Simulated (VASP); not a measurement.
Runs of VASP 6.6.1 on Pb. It takes space group Fm-3m (No. 225, cubic). The conventional cell has a = 4.935 Å, b = 4.935 Å, c = 4.935 Å, α = 90.00°, β = 90.00°, γ = 90.00°. Around Pb (site symmetry m-3m) lie 12 Pb at 3.49 Å. 

```csv
level,k mesh,cutoff (eV),smearing,gap on the mesh (eV),pressure (GPa)
PBEsol,14 × 14 × 14,700,gaussian 0.1 eV,none,0.0
PBEsol,22 × 22 × 22,520,gaussian 0.1 eV,none,-0.1
PBEsol,14 × 14 × 14,520,gaussian 0.5 eV,none,0.0
PBEsol,14 × 14 × 14,900,gaussian 0.1 eV,none,0.0
r2SCAN,14 × 14 × 14,520,gaussian 0.1 eV,none,(a)
```

Alike in all rows: task single point; potentials or basis VASP PAW PBE potentials, release 64 (Pb_d); no spin polarisation; cell as given.

Problem. Fill in the values left out.

Solution. (a) 1.8.

Caveats: the PAW data sets were made with another functional, which shifts forces and pressure a little.

A k mesh can miss the band edges, and the runs leave out spin-orbit coupling on Pb.

A gap of «none» marks a metal or a gap under the smearing width.

Not every run made on this cell is shown here.
